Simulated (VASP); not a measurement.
# CsNbCl2 (P4/mmm) in VASP: reference runs

Reference runs on CsNbCl2: the cell as given.

All numbers are computed with VASP 6.6.1; they aren't measurements. Logs are shortened: lines on timing, memory, paths and dates and some standing lists are left out, and cuts for length are marked.

### Step 1. Starting point

Symmetry: P4/mmm, No. 123, tetragonal system. Conventional cell: a = 3.330 Å, b = 3.330 Å, c = 8.432 Å, α = 90.00°, β = 90.00°, γ = 90.00°. Cs (site symmetry 4/mmm) has 4 Cs at 3.33 Å and 8 Cl at 3.61 Å as nearest neighbours. Nb (site symmetry 4/mmm) has 8 Cl at 2.78 Å as nearest neighbours. Around Cl (site symmetry 4mm) lie 4 Nb at 2.78 Å and 1 Cl at 2.97 Å.

The cell was built by a generator and needn't be a form met in nature.

### Step 2. Single point, PBE

INCAR reads:

```
SYSTEM = CsNbCl2
PREC = Accurate
ENCUT = 520
EDIFF = 1E-7
ISMEAR = -1
SIGMA = 0.05
LREAL = .FALSE.
LASPH = .TRUE.
NELM = 100
ALGO = Normal
ISIF = 2
LWAVE = .FALSE.
LCHARG = .FALSE.
GGA = PE
NBANDS = 26
```

KPOINTS reads:

```
regular mesh
0
G
  8 8 3
  0 0 0
```

POSCAR reads:

```
CsNbCl2
1.0
    3.3301400000      0.0000000000      0.0000000000
    0.0000000000      3.3301400000      0.0000000000
    0.0000000000      0.0000000000      8.4323000000
Cs Nb Cl
1 1 2
Direct
    0.5000000000      0.5000000000      0.5000000000
    0.5000000000      0.5000000000      0.0000000000
    0.0000000000      0.0000000000      0.8238100000
    0.0000000000      0.0000000000      0.1761900000
```

Potentials or basis: VASP PAW PBE potentials, release 64 (Cs_sv, Nb_sv, Cl).

Command:

```console
> cat potpaw_PBE.64/Cs_sv/POTCAR potpaw_PBE.64/Nb_sv/POTCAR potpaw_PBE.64/Cl/POTCAR > POTCAR
> mpirun -np 1 vasp_std > vasp.out
```

OUTCAR:

```text
SYSTEM = CsNbCl2
   PREC = Accurate
   ENCUT = 520
   EDIFF = 1E-7
   ISMEAR = -1
   LREAL = .FALSE.
   LASPH = .TRUE.
   NELM = 100
   ISIF = 2
   GGA = PE

 ion  position               nearest neighbor table
   1  0.500  0.500  0.500-
   2  0.500  0.500  0.000-   3 2.78   4 2.78   3 2.78   4 2.78   3 2.78   4 2.78   3 2.78   4 2.78

   3  0.000  0.000  0.824-   2 2.78   2 2.78   2 2.78   2 2.78
   4  0.000  0.000  0.176-   2 2.78   2 2.78   2 2.78   2 2.78

  LATTYP: Found a simple tetragonal cell.
 ALAT       =     3.3301400000
 C/A-ratio  =     2.5321157669

  Lattice vectors:

 A1 = (   3.3301400000,   0.0000000000,   0.0000000000)
 A2 = (   0.0000000000,   3.3301400000,   0.0000000000)
 A3 = (   0.0000000000,   0.0000000000,   8.4323000000)

Analysis of symmetry for initial positions (statically):
=====================================================================
 Subroutine PRICEL returns:
 Original cell was already a primitive cell.

 Routine SETGRP: Setting up the symmetry group for a
 simple tetragonal supercell.

 Subroutine GETGRP returns: Found 16 space group operations
 (whereof 16 operations were pure point group operations)
 out of a pool of 16 trial point group operations.

The static configuration has the point symmetry D_4h.

Analysis of symmetry for dynamics (positions and initial velocities):
=====================================================================
 Subroutine PRICEL returns:
 Original cell was already a primitive cell.

 Routine SETGRP: Setting up the symmetry group for a
 simple tetragonal supercell.

 Subroutine GETGRP returns: Found 16 space group operations
 (whereof 16 operations were pure point group operations)
 out of a pool of 16 trial point group operations.

The dynamic configuration has the point symmetry D_4h.

 Subroutine INISYM returns: Found 16 space group operations
 (whereof 16 operations are pure point group operations),
 and found     1 'primitive' translations

----------------------------------------------------------------------------------------

                                     Primitive cell

  volume of cell :      93.5128

  direct lattice vectors                    reciprocal lattice vectors
     3.330140000  0.000000000  0.000000000     0.300287676  0.000000000  0.000000000
     0.000000000  3.330140000  0.000000000     0.000000000  0.300287676  0.000000000
     0.000000000  0.000000000  8.432300000     0.000000000  0.000000000  0.118591606

  length of vectors
     3.330140000  3.330140000  8.432300000     0.300287676  0.300287676  0.118591606

  position of ions in fractional coordinates (direct lattice)
     0.500000000  0.500000000  0.500000000
     0.500000000  0.500000000  0.000000000
     0.000000000  0.000000000  0.823810000
     0.000000000  0.000000000  0.176190000

  ion indices of the primitive-cell ions
   primitive index   ion index
                 1           1
                 2           2
                 3           3
                 4           4

----------------------------------------------------------------------------------------

 KPOINTS: regular mesh

Automatic generation of k-mesh.
 Grid dimensions read from file:
 generate k-points for:    8    8    3

 Generating k-lattice:

  Cartesian coordinates                     Fractional coordinates (reciprocal lattice)
     0.037535959  0.000000000  0.000000000     0.125000000  0.000000000  0.000000000
     0.000000000  0.037535959  0.000000000     0.000000000  0.125000000  0.000000000
     0.000000000  0.000000000  0.039530535     0.000000000  0.000000000  0.333333333

  Length of vectors
     0.037535959  0.037535959  0.039530535

  Shift w.r.t. Gamma in fractional coordinates (k-lattice)
     0.000000000  0.000000000  0.000000000

 Subroutine IBZKPT returns following result:
 ===========================================

 Found     30 irreducible k-points:

 Following reciprocal coordinates:
            Coordinates               Weight
  0.000000  0.000000  0.000000      1.000000
  0.125000  0.000000  0.000000      4.000000
  0.250000  0.000000  0.000000      4.000000
  0.375000  0.000000  0.000000      4.000000
  0.500000  0.000000  0.000000      2.000000
  0.125000  0.125000  0.000000      4.000000
[... 16 lines left out ...]
  0.375000  0.125000  0.333333     16.000000
  0.500000  0.125000  0.333333      8.000000
 [... further k-points ...]
   k-points           NKPTS =     30   k-points in BZ     NKDIM =     30   number of bands    NBANDS=     26
   number of dos      NEDOS =    301   number of ions     NIONS =      4
   total plane-waves  NPLWV =  50176
   dimension x,y,z NGX =    28 NGY =   28 NGZ =   64
   dimension x,y,z NGXF=    56 NGYF=   56 NGZF=  128
   ions per type =               1   1   2
   NGX,Y,Z   is equivalent  to a cutoff of  13.98, 13.98, 12.62 a.u.
   NGXF,Y,Z  is equivalent  to a cutoff of  27.96, 27.96, 25.24 a.u.
 SYSTEM =  CsNbCl2
   PREC   = accura    normal or accurate (medium, high low for compatibility)
   ISTART =      0    job   : 0-new  1-cont  2-samecut
   ICHARG =      2    charge: 1-file 2-atom 10-const
   ISPIN  =      1    spin polarized calculation?
   LNONCOLLINEAR =      F non collinear calculations
   LSORBIT =      F    spin-orbit coupling
   LASPH  =      T    aspherical Exc in radial PAW
   ENCUT  =  520.0 eV  38.22 Ry    6.18 a.u.   6.19  6.19 15.68*2*pi/ulx,y,z
   NELM   =    100;   NELMIN=  2; NELMDL= -5     # of ELM steps
   EDIFF  = 0.1E-06   stopping-criterion for ELM
   LREAL  =      F    real-space projection
   EDIFFG = 0.1E-05   stopping-criterion for IOM
   NSW    =      0    number of steps for IOM
   IBRION =     -1    ionic relax: 0-MD 1-quasi-New 2-CG
   NFREE  =      0    steps in history (QN), initial steepest desc. (CG)
   ISIF   =      2    stress and relaxation
   ISYM   =      2    0-nonsym 1-usesym 2-fastsym
   POTIM  = 0.5000    time-step for ionic-motion
   TEBEG  =    0.0;   TEEND  =   0.0 temperature during run
   PSTRESS=    0.0 pullay stress
   NELECT =      36.0000    total number of electrons
   NUPDOWN=      -1.0000    fix difference up-down
   EMIN   =  10.00;   EMAX   =-10.00  energy-range for DOS
   EFERMI =   0.00;   METHOD = LEGACY
   ISMEAR =    -1;   SIGMA  =   0.05  broadening in eV -4-tet -1-fermi 0-gaus
   EFERMI_NEDOS =   21; number of points for ismear=-14 and -15
   IALGO  =     38    algorithm
   IMIX   =      4    mixing-type and parameters
     AMIX     =   0.40;   BMIX     =  1.00
     AMIX_MAG =   1.60;   BMIX_MAG =  1.00
  volume/ion in A,a.u.               =      23.38       157.76
  Fermi-wavevector in a.u.,A,eV,Ry     =   1.190927  2.250527 19.297256  1.418308
  Thomas-Fermi vector in A             =   2.327001
   LORBIT       =      0    0 simple, 1 ext, 2 COOP (PROOUT), +10 PAW based schemes
   GGA     = PE    functional components
   LHFCALC =     F    Hartree Fock is set to
   AEXX    =    0.0000 exact exchange contribution
   IVDW    =     0    specifies the selected vdW correction
   LEPSILON=     F    determine dielectric tensor
   LRPA    =     F    only Hartree local field effects (RPA)
 non-spin polarized calculation
  energy-cutoff  :      520.00
  volume of cell :       93.51
 maximum number of plane-waves:      2552
 NGX is ok and might be reduce to    28
   NGX = 13   NGY = 13   NGZ = 31

 number of electron      36.0000008 magnetization

 Free energy of the ion-electron system (eV)
  ---------------------------------------------------
  ext. energy  EPLUGINS =         0.00000000
  ---------------------------------------------------
  free energy    TOTEN  =       -15.83354294 eV

  energy without entropy =      -15.78976341  energy(sigma->0) =      -15.81165318

 E-fermi :   7.8947     XC(G=0): -10.1278

 val. band max:        7.8763812662   @ k =   0.5000   0.2500   0.3333
 cond. band min:       7.9007695687   @ k =   0.5000   0.2500   0.3333
 fundamental gap:      0.0243883024
 Fermi energy:         7.8947483023

 k-point     1 :       0.0000    0.0000    0.0000
  band No.  band energies     occupation
      1     -48.2498      2.00000
      2     -24.3086      2.00000
      3     -24.3086      2.00000
      4     -24.2260      2.00000
      5     -17.1226      2.00000
      6     -11.0798      2.00000
[... 18 lines left out ...]
     25      11.1335      0.00000
     26      12.7604      0.00000

 k-point     2 :       0.1250    0.0000    0.0000
  band No.  band energies     occupation
      1     -48.2472      2.00000
      2     -24.3467      2.00000
      3     -24.3051      2.00000
      4     -24.2205      2.00000
      5     -17.0487      2.00000
      6     -10.9982      2.00000
[... 18 lines left out ...]
     25      11.7849      0.00000
     26      12.3686      0.00000

 k-point     3 :       0.2500    0.0000    0.0000
  band No.  band energies     occupation
      1     -48.2410      2.00000
      2     -24.4377      2.00000
      3     -24.2966      2.00000
      4     -24.2073      2.00000
      5     -16.8609      2.00000
      6     -10.7946      2.00000
[... 18 lines left out ...]
     25      11.4146      0.00000
     26      11.7725      0.00000

 k-point     4 :       0.3750    0.0000    0.0000
  band No.  band energies     occupation
      1     -48.2348      2.00000
      2     -24.5272      2.00000
      3     -24.2881      2.00000
      4     -24.1940      2.00000
      5     -16.6578      2.00000
      6     -10.5805      2.00000
[... 18 lines left out ...]
     25      11.4558      0.00000
     26      12.7952      0.00000

 k-point     5 :       0.5000    0.0000    0.0000
  band No.  band energies     occupation
      1     -48.2322      2.00000
      2     -24.5638      2.00000
      3     -24.2845      2.00000
      4     -24.1884      2.00000
      5     -16.5684      2.00000
      6     -10.4887      2.00000
[... 18 lines left out ...]
     25      11.7545      0.00000
     26      12.4430      0.00000

 k-point     6 :       0.1250    0.1250    0.0000
  band No.  band energies     occupation
      1     -48.2447      2.00000
      2     -24.3460      2.00000
      3     -24.3395      2.00000
      4     -24.2153      2.00000
      5     -16.9751      2.00000
      6     -10.9239      2.00000
[... 427 lines left out ...]
 k-point    21 :       0.1250    0.1250    0.3333
  band No.  band energies     occupation
      1     -48.2447      2.00000
      2     -24.3460      2.00000
      3     -24.3395      2.00000
      4     -24.2153      2.00000
      5     -16.9748      2.00000
      6     -10.9484      2.00000
[... 18 lines left out ...]
     25      10.9914      0.00000
     26      12.2615      0.00000

 k-point    22 :       0.2500    0.1250    0.3333
  band No.  band energies     occupation
      1     -48.2385      2.00000
      2     -24.4327      2.00000
      3     -24.3328      2.00000
      4     -24.2025      2.00000
      5     -16.7880      2.00000
      6     -10.7525      2.00000
[... 18 lines left out ...]
     25      11.2777      0.00000
     26      11.5741      0.00000

 k-point    23 :       0.3750    0.1250    0.3333
  band No.  band energies     occupation
      1     -48.2322      2.00000
      2     -24.5209      2.00000
      3     -24.3232      2.00000
      4     -24.1896      2.00000
      5     -16.5861      2.00000
      6     -10.5441      2.00000
[... 18 lines left out ...]
     25      11.3284      0.00000
     26      11.3913      0.00000

 k-point    24 :       0.5000    0.1250    0.3333
  band No.  band energies     occupation
      1     -48.2297      2.00000
      2     -24.5570      2.00000
      3     -24.3192      2.00000
      4     -24.1843      2.00000
      5     -16.4973      2.00000
      6     -10.4537      2.00000
[... 18 lines left out ...]
     25      11.3730      0.00000
     26      11.6969      0.00000

 [... further k-points ...]

------------------------ aborting loop because EDIFF is reached ----------------------------------------

  FORCE on cell =-STRESS in cart. coord.  units (eV):
  Direction    XX          YY          ZZ          XY          YZ          ZX
  --------------------------------------------------------------------------------------
  -------------------------------------------------------------------------------------
  Total        0.1298442      0.1298442     -0.0522900      0.0000000      0.0000000     -0.0000000
  in kB        2.2246522      2.2246522     -0.8958964      0.0000000      0.0000000     -0.0000000
  external PRESSURE =       1.1844694 kB  Pullay stress =       0.0000000 kB

 VOLUME and BASIS-vectors are now :
 -----------------------------------------------------------------------------
  energy-cutoff  :      520.00
  volume of cell :       93.51
      direct lattice vectors                 reciprocal lattice vectors
     3.330140000  0.000000000  0.000000000     0.300287676  0.000000000  0.000000000
     0.000000000  3.330140000  0.000000000     0.000000000  0.300287676  0.000000000
     0.000000000  0.000000000  8.432300000     0.000000000  0.000000000  0.118591606

 POSITION                                       TOTAL-FORCE (eV/Angst)
 -----------------------------------------------------------------------------------
      1.66507      1.66507      4.21615         0.000000      0.000000      0.000000
      1.66507      1.66507      0.00000         0.000000      0.000000      0.000000
      0.00000      0.00000      6.94661        -0.000000      0.000000     -0.021596
      0.00000      0.00000      1.48569         0.000000      0.000000      0.021596
 -----------------------------------------------------------------------------------
    total drift:                                0.000000      0.000000     -0.000000

  FREE ENERGIE OF THE ION-ELECTRON SYSTEM (eV)
  ---------------------------------------------------
  free  energy   TOTEN  =       -15.8335429438 eV

  energy  without entropy=      -15.7897634086  energy(sigma->0) =      -15.81165318
```

Wall time 44 s (1 thread of AMD EPYC 9R45 (Zen 5), shared host); peak memory 0.22 GiB.

Results:

```yaml
Free_energy: -15.8335 eV
Pressure: 0.1 GPa
Largest_force: 0.022 eV/Å
Band_gap_on_the_k_mesh: none (metal or under the smearing width)
```

Forces in eV/Å, atoms in the order of the input:
```
Cs   0.000  0.000  0.000
Nb   0.000  0.000  0.000
Cl   0.000  0.000 -0.022
Cl   0.000  0.000  0.022
```

Spin-orbit coupling is left out, which matters for the levels of Cs.
